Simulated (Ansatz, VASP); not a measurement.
# Mg27Fe7Si28 in two plane-wave programs, part 2 of 2

Aim: how closely do two programs agree when they are given the same cell, functional and k mesh? The structure shown is frame 20 of Ansatz's trajectory.

VASP 6.6.1 and Ansatz 0.2.0.

So far: The structure; Ansatz: dynamics, PBE.

### 3. VASP: single point, PBE

Level of this step: PBE, spin-polarised from a ferromagnetic start; plane waves and PAW (Mg, Si, Fe) (VASP).

The same cell, functional, mesh and smearing now go to VASP, with its own data sets.

Lines of VASP's logs that name or quote its potential files are left out, and so is its time.

INCAR

```
SYSTEM = Mg27Fe7Si28
PREC = Accurate
ENCUT = 520
EDIFF = 1E-06
NELM = 200
ISMEAR = -1
SIGMA = 0.025
LREAL = Auto
ALGO = Normal
GGA = PE
NBANDS = 160
ISPIN = 2
MAGMOM = 0.01 -0.02 0 0 0.01 0.02 0.01 -0 -0.01 -0.01 -0.02 0.01 0 0 -0 0.01 0.01 -0 -0 0.01 0.01 0 -0 -0.02 0 -0 0.01 0 -0.05 -0.01 -0.02 -0.01 0.02 0.01 -0.04 -0.03 0.03 -0.04 0.01 0.01 0 -0.01 0 0.01 -0.04 -0 0.01 -0.05 0 -0.01 -0.03 0 -0.02 0 0.02 2.09 1.76 2.01 1.94 2.2 1.83 1.94
LASPH = .TRUE.
LMAXMIX = 4
LORBIT = 11
LWAVE = .FALSE.
LCHARG = .FALSE.
ISIF = 2
GGA_COMPAT = .FALSE.
NCORE = 2
```

POSCAR

```
Mg27Fe7Si28
1.0
   12.1963100000      0.0000000000      0.0000000000
    0.0000000000     12.1963100000      0.0000000000
    0.0000000000      0.0000000000     12.1963100000
Mg Si Fe
27 28 7
Direct
    0.7562533258      0.1493320521      0.9842239169
    0.9483360131      0.9609135878      0.2601442567
    0.7692080638      0.3760973606      0.1511112787
    0.2006426534      0.0364126527      0.2289708937
    0.3728832737      0.2512891194      0.4428962530
    0.9497134789      0.7549742504      0.5806428338
    0.1326056816      0.3815416302      0.6724328916
    0.1723718075      0.7364358564      0.7650100727
    0.7136174794      0.6335358809      0.3300342481
    0.9564614215      0.6926931178      0.0338299043
    0.8433862373      0.0560661380      0.7322296662
    0.2943759219      0.4598522012      0.8723212185
    0.0483752873      0.1844410318      0.0622237382
    0.5153689928      0.4065983892      0.7161592318
    0.9882415255      0.3135620528      0.8469446906
    0.5767892092      0.2808800367      0.2729514091
    0.1331058328      0.9960143683      0.6084545244
    0.3052398635      0.3362574418      0.1762254321
    0.5736325167      0.5723206445      0.9796979578
    0.7450122209      0.0649786698      0.3802297580
    0.4217587123      0.1764304121      0.8119341014
    0.6778361652      0.5634081128      0.5720336725
    0.5855377569      0.9459992408      0.6846660998
    0.9598312932      0.5246586878      0.4077380782
    0.9560924575      0.2758949223      0.3940372129
    0.7726845251      0.6185805379      0.8061618637
    0.7414045724      0.2427783485      0.6120457745
    0.7194061155      0.3672012273      0.8978207343
    0.4011623188      0.7222184415      0.5580540344
    0.8314727979      0.1656238649      0.1889505924
    0.5265773008      0.4236117317      0.4844580041
    0.3283780094      0.4584747354      0.5686720000
    0.3055186364      0.0490968170      0.4585813250
    0.0897894527      0.4297693319      0.1722816163
    0.1038510828      0.7353535619      0.4015394820
    0.7215789038      0.7693228526      0.5677044942
    0.2195992066      0.2468861484      0.9581586562
    0.3265331891      0.7739472021      0.1735278949
    0.8144020610      0.4085415999      0.7281136672
    0.8905480428      0.4858436691      0.9715807486
    0.8246920585      0.8304560970      0.4005063827
    0.5536510633      0.3608468463      0.0508104500
    0.7541461311      0.3952342963      0.3802871524
    0.4987328134      0.0689306848      0.4640747898
    0.2644160406      0.4797188658      0.3719157680
    0.0872313019      0.5311114591      0.9650951804
    0.3594529821      0.9170642596      0.6011654345
    0.4045075929      0.9121693365      0.3078062135
    0.9417274569      0.7263180421      0.2481324269
    0.3716943895      0.5994108054      0.7163642118
    0.1918367113      0.6234426642      0.1068027953
    0.9247715088      0.5253966159      0.1817106977
    0.5031521829      0.6512789524      0.2200993579
    0.1833751356      0.2073332016      0.5287992844
    0.5283975235      0.2141713354      0.6202367765
    0.3114056629      0.7509320442      0.3735474090
    0.1326466776      0.5759036955      0.2861849199
    0.1362133301      0.7764807552      0.2216982022
    0.3431119740      0.5600628387      0.2195992066
    0.4408382535      0.5856033505      0.3992437057
    0.2342265816      0.6312483038      0.5073993692
    0.5163938929      0.7613942250      0.3905115564
```

KPOINTS

```
Automatic mesh
0
Gamma
1 1 1
0 0 0
```

PAW data sets: Mg, Si and Fe (PBE family, release 64).

Started as:

```
mpirun -np 8 vasp_gam
```

Numbers of over 12 decimals in the logs are rounded to 6 here.

Output:

```text
[banner, memory and clock lines left out]
running    8 mpi-ranks, on    1 nodes
[...]
LDA part: xc-table for (Slater+PW92), standard interpolation
 POSCAR, INCAR and KPOINTS ok, starting setup
[...]
entering main loop
       N       E                     dE             d eps       ncg     rms          rms(c)
DAV:   1     0.130348182973E+04    0.13035E+04   -0.82414E+04   640   0.116E+03
DAV:   2    -0.380683245052E+02   -0.13416E+04   -0.12378E+04   664   0.227E+02
DAV:   3    -0.230191807704E+03   -0.19212E+03   -0.17654E+03   896   0.976E+01
DAV:   4    -0.244061500144E+03   -0.13870E+02   -0.13477E+02   872   0.263E+01
[...]
DAV:  31    -0.220154099499E+03   -0.29309E-05   -0.63550E-06   768   0.108E-02    0.524E-03
DAV:  32    -0.220154100505E+03   -0.10062E-05   -0.12107E-06   464   0.485E-03    0.318E-03
DAV:  33    -0.220154100895E+03   -0.39013E-06   -0.64716E-07   408   0.292E-03
   1 F= -.22015410E+03 E0= -.22012831E+03  d E =-.515769E-01  mag=    14.4572
```

Parts of OUTCAR (step 3):

```text
  Total      -60.3896210    -48.5452319    -55.8705389      8.4052853     -0.7735218     -0.4436743
  in kB      -53.3319573    -42.8718080    -49.3410150      7.4229695     -0.6831212     -0.3918226
  external PRESSURE =     -48.5149268 kB  Pullay stress =       0.0000000 kB

 POSITION                                       TOTAL-FORCE (eV/Angst)
 -----------------------------------------------------------------------------------
      9.22350      1.82130     12.00390         0.063920      0.385596     -0.045336
     11.56620     11.71960      3.17280         0.272617      0.227791     -0.304344
      9.38150      4.58700      1.84300         0.014719     -0.241164     -0.205338
      2.44710      0.44410      2.79260         0.285732     -0.352742      0.261464
      4.54780      3.06480      5.40170         0.369698      1.027121     -0.174198
     11.58300      9.20790      7.08170         0.253170      0.136226      0.072299
      1.61730      4.65340      8.20120         0.338839      0.024595     -0.429383
      2.10230      8.98180      9.33030         0.119815     -0.350584     -0.410782
      8.70350      7.72680      4.02520        -0.075506     -0.067200      0.010433
     11.66530      8.44830      0.41260         0.126004      0.355725     -0.282453
     10.28620      0.68380      8.93050         0.049118     -0.265388     -0.007198
      3.59030      5.60850     10.63910        -0.450675     -0.196460      0.571519
[...]
3.72280      4.10110      2.14930        -0.057104     -0.141463     -0.328995
[...]
-----------------------------------------------------------------------------------
    total drift:                                0.004093      0.004573     -0.007812

  FREE ENERGIE OF THE ION-ELECTRON SYSTEM (eV)
  ---------------------------------------------------
  free  energy   TOTEN  =      -220.1541008951 eV

  energy  without entropy=     -220.1025240104  energy(sigma->0) =     -220.12831245

 magnetization (x)
# of ion       s       p       d       tot
------------------------------------------
    1       -0.004   0.000  -0.000  -0.004
    2       -0.003  -0.001  -0.000  -0.005
    3        0.002  -0.000  -0.001   0.001
    4       -0.001   0.001   0.000   0.000
    5       -0.001   0.003   0.001   0.002
    6        0.003  -0.001   0.000   0.002
    7       -0.003  -0.000  -0.000  -0.004
    8        0.004   0.001  -0.000   0.004
    9       -0.002  -0.001  -0.000  -0.003
   10       -0.008  -0.002   0.000  -0.010
   11        0.000   0.000  -0.000   0.000
   12        0.002   0.003  -0.000   0.005
   13       -0.001   0.000  -0.000  -0.001
[...]
--------------------------------------------------
tot          0.087  -0.341  14.699  14.446

[... 3 further parts left out ...]
[key lines of the parts left out:]
E-fermi :   1.9144
```

The magnetic state follows from one typed start and may not be the lowest.

### 4. Side by side

Known differences besides the potentials themselves: VASP starts from the moments at which Ansatz ended; the data sets hold 494 valence electrons in Ansatz (on its default PAW (the set named soft_2) files) and 222 in VASP; the cutoff is 420 eV in Ansatz and 520 eV in VASP (PREC = Accurate, projectors in real space). Total energies have different zeros and are not compared.

Forces on 9 of the 62 atoms, those with the largest forces and the largest differences (eV/Å; atoms numbered as in POSCAR):

```
atom          Ansatz x, y, z            VASP x, y, z
 Mg5    0.364, 1.028, -0.175    0.370, 1.027, -0.174
Mg13    -0.679, 0.022, 1.003    -0.679, 0.022, 1.004
Si37    0.846, 0.484, -0.447    0.847, 0.485, -0.445
Si45     0.388, 0.215, 0.335     0.397, 0.206, 0.355
Si50   -0.375, 0.103, -0.877   -0.374, 0.098, -0.878
Si55  -0.195, -0.682, -0.591  -0.194, -0.679, -0.593
Fe57   -0.306, 0.887, -0.308   -0.329, 0.892, -0.301
Fe58  -0.319, -0.175, -0.179  -0.320, -0.158, -0.196
Fe61  -0.029, -0.911, -0.071  -0.030, -0.899, -0.074
```

The forces differ by 6.0 meV/Å r.m.s., which is 1.7 % of the r.m.s. force of 0.365 eV/Å (both taken over all components). Moments aren't recorded for both runs of this pair, so they may hold unlike magnetic states.

### 5. Summary of results

| Item | Value |
| --- | --- |
| r.m.s. force difference (single point, PBE) | 1.7 % of the r.m.s. force |

What this shows: The r.m.s. force difference is 1.7 % of the r.m.s. force (single point, PBE), within the 3 % picked in this series as the mark of a large difference. The data sets hold unlike numbers of valence electrons (494 in Ansatz and 222 in VASP), so part of the differences comes from the potentials. 2 further runs of this series are not shown here. How closely two codes agree says nothing of how well the functional describes the real material.

[Lines on the potential files, build, host, timing and source positions are cut from VASP's logs without a mark.]

[Logs are printed without paths, hosts, clocks, repeated set-up lines and the standing remarks that a program may print on its own settings, such as how far it seeks lower states.]

[Hosts, paths, dates, database ids (printed as entryN), source tags and the programs' standing remarks are cut or masked in the printed files.]
